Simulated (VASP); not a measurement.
Output of a VASP run:

OUTCAR:
```
 ion  position               nearest neighbor table
   1  0.000  0.000  0.000-   3 2.25   4 2.25   5 2.25   3 2.25   4 2.25   5 2.25   6 3.18   7 3.18
                             8 3.18   7 3.18   6 3.18   8 3.18   8 3.18   8 3.18   6 3.18   7 3.18
   2  0.500  0.500  0.500-   6 2.25   7 2.25   8 2.25   6 2.25   7 2.25   8 2.25
   3  0.000  0.000  0.500-   1 2.25   7 2.25   8 2.25   1 2.25   8 2.25   7 2.25
   4  0.000  0.500  0.000-   1 2.25   6 2.25   8 2.25   8 2.25   1 2.25   6 2.25
   5  0.500  0.000  0.000-   1 2.25   6 2.25   7 2.25   7 2.25   6 2.25   1 2.25
   6  0.500  0.500  0.000-   2 2.25   4 2.25   5 2.25   2 2.25   5 2.25   4 2.25   1 3.18   1 3.18
                             1 3.18   1 3.18
   7  0.500  0.000  0.500-   2 2.25   3 2.25   5 2.25   5 2.25   2 2.25   3 2.25   1 3.18   1 3.18
                             1 3.18   1 3.18
   8  0.000  0.500  0.500-   2 2.25   3 2.25   4 2.25   4 2.25   3 2.25   2 2.25   1 3.18   1 3.18
                             1 3.18   1 3.18
  LATTYP: Found a simple cubic cell.
 ALAT       =     4.4989391992
 Subroutine PRICEL returns:
 Original cell was already a primitive cell.
 Subroutine GETGRP returns: Found 48 space group operations
The static configuration has the point symmetry O_h .
The dynamic configuration has the point symmetry O_h .
 Subroutine INISYM returns: Found 48 space group operations
 Subroutine IBZKPT returns following result:
 Found     35 irreducible k-points:

 Following reciprocal coordinates:
            Coordinates               Weight
  0.000000  0.000000  0.000000      1.000000
  0.125000  0.000000  0.000000      6.000000
  0.250000  0.000000  0.000000      6.000000
  0.375000  0.000000  0.000000      6.000000
  0.500000  0.000000  0.000000      3.000000
  0.125000  0.125000  0.000000     12.000000
  0.250000  0.125000  0.000000     24.000000
  0.375000  0.125000  0.000000     24.000000
  0.500000  0.125000  0.000000     12.000000
  0.250000  0.250000  0.000000     12.000000
  0.375000  0.250000  0.000000     24.000000
  0.500000  0.250000  0.000000     12.000000
  0.375000  0.375000  0.000000     12.000000
  0.500000  0.375000  0.000000     12.000000
  0.500000  0.500000  0.000000      3.000000
  0.125000  0.125000  0.125000      8.000000
  0.250000  0.125000  0.125000     24.000000
  0.375000  0.125000  0.125000     24.000000
  0.500000  0.125000  0.125000     12.000000
  0.250000  0.250000  0.125000     24.000000
  0.375000  0.250000  0.125000     48.000000
  0.500000  0.250000  0.125000     24.000000
  0.375000  0.375000  0.125000     24.000000
  0.500000  0.375000  0.125000     24.000000
  0.500000  0.500000  0.125000      6.000000
  0.250000  0.250000  0.250000      8.000000
  0.375000  0.250000  0.250000     24.000000
  0.500000  0.250000  0.250000     12.000000
  0.375000  0.375000  0.250000     24.000000
  0.500000  0.375000  0.250000     24.000000
  0.500000  0.500000  0.250000      6.000000
  0.375000  0.375000  0.375000      8.000000
  0.500000  0.375000  0.375000     12.000000
  0.500000  0.500000  0.375000      6.000000
  0.500000  0.500000  0.500000      1.000000
   k-points           NKPTS =     35   k-points in BZ     NKDIM =     35   number of bands    NBANDS=     40
   number of dos      NEDOS =    601   number of ions     NIONS =      8
   total plane-waves  NPLWV =  46656
   dimension x,y,z NGX =    36 NGY =   36 NGZ =   36
   dimension x,y,z NGXF=    72 NGYF=   72 NGZF=   72
   ions per type =               1   4   3
   PREC   = accura    normal or accurate (medium, high low for compatibility)
   ISTART =      0    job   : 0-new  1-cont  2-samecut
   ICHARG =      2    charge: 1-file 2-atom 10-const
   ISPIN  =      1    spin polarized calculation?
   LNONCOLLINEAR =      F non collinear calculations
   LSORBIT =      F    spin-orbit coupling
   INIWAV =      1    electr: 0-lowe 1-rand  2-diag
   ENCUT  =  520.0 eV  38.22 Ry    6.18 a.u.   8.37  8.37  8.37*2*pi/ulx,y,z
   NELM   =    100;   NELMIN=  2; NELMDL= -5     # of ELM steps
   EDIFF  = 0.1E-06   stopping-criterion for ELM
   LREAL  =      F    real-space projection
   NLSPLINE    = F    spline interpolate recip. space projectors
   LMAXMIX     =    4 max onsite mixed and CHGCAR
...
```

File OSZICAR:
```
       N       E                     dE             d eps       ncg     rms          rms(c)
DAV:   1     0.764065249948E+03    0.76407E+03   -0.36535E+04  2800   0.174E+03
DAV:   2    -0.258812659917E+02   -0.78995E+03   -0.77296E+03  3384   0.652E+02
DAV:   3    -0.961082560881E+02   -0.70227E+02   -0.69239E+02  4768   0.152E+02
DAV:   4    -0.100268458271E+03   -0.41602E+01   -0.41327E+01  4272   0.334E+01
DAV:   5    -0.100536935740E+03   -0.26848E+00   -0.26724E+00  4800   0.942E+00    0.371E+01
DAV:   6    -0.864430601354E+02    0.14094E+02   -0.97279E+01  3992   0.435E+01    0.142E+01
DAV:   7    -0.861126501771E+02    0.33041E+00   -0.81714E+00  4288   0.135E+01    0.818E+00
DAV:   8    -0.861014807191E+02    0.11169E-01   -0.53305E-01  4072   0.413E+00    0.287E+00
DAV:   9    -0.861036723754E+02   -0.21917E-02   -0.60316E-02  4080   0.165E+00    0.543E-01
DAV:  10    -0.861047744962E+02   -0.11021E-02   -0.13677E-02  4184   0.625E-01    0.257E-01
DAV:  11    -0.861047576341E+02    0.16862E-04   -0.12578E-03  3928   0.244E-01    0.785E-02
DAV:  12    -0.861047463879E+02    0.11246E-04   -0.39037E-04  4128   0.107E-01    0.236E-02
DAV:  13    -0.861047446930E+02    0.16949E-05   -0.21625E-05  4408   0.303E-02    0.158E-02
DAV:  14    -0.861047420801E+02    0.26129E-05   -0.22630E-06  4816   0.107E-02    0.639E-03
DAV:  15    -0.861047431133E+02   -0.10332E-05   -0.11415E-06  3208   0.460E-03    0.277E-03
DAV:  16    -0.861047429996E+02    0.11371E-06   -0.14847E-07  2304   0.330E-03    0.669E-04
DAV:  17    -0.861047431104E+02   -0.11087E-06   -0.55375E-08  2208   0.231E-03    0.420E-04
DAV:  18    -0.861047432210E+02   -0.11059E-06   -0.36633E-08  2192   0.153E-03    0.227E-04
DAV:  19    -0.861047432643E+02   -0.43276E-07   -0.20095E-08  2216   0.135E-03
   1 F= -.86104743E+02 E0= -.86104743E+02  d E =0.000000E+00
```

**OUTCAR**
```
------------------------ aborting loop because EDIFF is reached ----------------------------------------
  FORCE on cell =-STRESS in cart. coord.  units (eV):
  Direction    XX          YY          ZZ          XY          YZ          ZX
  --------------------------------------------------------------------------------------
  Total       -0.0224280     -0.0224280     -0.0224280     -0.0000000      0.0000000     -0.0000000
  in kB       -0.3946119     -0.3946119     -0.3946119     -0.0000000      0.0000000     -0.0000000
  external PRESSURE =      -0.3946119 kB  Pullay stress =       0.0000000 kB
  volume of cell :       91.06
      direct lattice vectors                 reciprocal lattice vectors
     4.498939199  0.000000000  0.000000000     0.222274620  0.000000000  0.000000000
     0.000000000  4.498939199  0.000000000     0.000000000  0.222274620  0.000000000
     0.000000000  0.000000000  4.498939199     0.000000000  0.000000000  0.222274620
 POSITION                                       TOTAL-FORCE (eV/Angst)
 -----------------------------------------------------------------------------------
      0.00000      0.00000      0.00000         0.000000      0.000000      0.000000
      2.24947      2.24947      2.24947         0.000000      0.000000      0.000000
      0.00000      0.00000      2.24947         0.000000      0.000000      0.000000
      0.00000      2.24947      0.00000         0.000000      0.000000      0.000000
      2.24947      0.00000      0.00000         0.000000      0.000000      0.000000
      2.24947      2.24947      0.00000         0.000000      0.000000      0.000000
      2.24947      0.00000      2.24947         0.000000      0.000000      0.000000
      0.00000      2.24947      2.24947         0.000000      0.000000      0.000000
 -----------------------------------------------------------------------------------
    total drift:                                0.000000      0.000000      0.000000
  FREE ENERGIE OF THE ION-ELECTRON SYSTEM (eV)
  ---------------------------------------------------
  free  energy   TOTEN  =       -86.1047432643 eV

  energy  without entropy=      -86.1047432643  energy(sigma->0) =      -86.10474326

 total charge

# of ion       s       p       d       tot
------------------------------------------
    1        2.190   6.071   1.828  10.089
    2        0.873   1.509   0.000   2.381
    3        0.880   1.521   0.000   2.401
    4        0.880   1.521   0.000   2.401
    5        0.880   1.521   0.000   2.401
    6        2.167   6.080   2.370  10.618
    7        2.167   6.080   2.370  10.618
    8        2.167   6.080   2.370  10.618
--------------------------------------------------
tot         12.203  30.384   8.939  51.526
```
(Selected blocks of OUTCAR.)

### POSCAR
```
Nb3ZrC4
1
    4.4989391992     0.0000000000     0.0000000000
    0.0000000000     4.4989391992     0.0000000000
    0.0000000000     0.0000000000     4.4989391992
Zr C Nb
1 4 3
Direct
  0.0000000000   0.0000000000   0.0000000000
  0.5000000000   0.5000000000   0.5000000000
  0.0000000000   0.0000000000   0.5000000000
  0.0000000000   0.5000000000   0.0000000000
  0.5000000000   0.0000000000   0.0000000000
  0.5000000000   0.5000000000   0.0000000000
  0.5000000000   0.0000000000   0.5000000000
  0.0000000000   0.5000000000   0.5000000000
```

**Question.** Write an INCAR and KPOINTS that could have produced this output.

**Answer.** This is not unique; one that fits is the input of the run itself, PBEsol GGA, plane waves, VASP's PBE PAW potentials (set 64).

### INCAR
```
! general
SYSTEM   =  Nb3ZrC4
PREC     =  Accurate
ENCUT    =  520   ! plane-wave cut-off (eV)
LREAL    =  F
LASPH    =  T   ! aspherical one-centre terms

! electronic loop
EDIFF    =  1E-7   ! SCF stop (eV)
NELM     =  100
ALGO     =  Normal   ! blocked Davidson
LMAXMIX  =  4   ! l cut-off of mixed one-centre charges

! smearing
ISMEAR   =  -5   ! tetrahedra, Bloechl

! functional
GGA      =  PS

! ions
ISIF     =  2

! output
LWAVE    =  F
LCHARG   =  T
LORBIT   =  11   ! lm-projected
NEDOS    =  601   ! DOS grid
```

KPOINTS:
```
Automatic mesh
0
Gamma
8 8 8
0 0 0
```

POTCAR, in this order: Zr_sv C Nb_sv (PBE.64 set). Program: vasp_std.

For a metal the tetrahedron method with Blöchl corrections gives inexact stress and forces.

The structure was generated: Nb3ZrC4 was put into an ordered model structure (Pm-3m), which need not be its known phase. It was relaxed first. The electron count is odd and the run is not spin-polarised, which forces a metal.
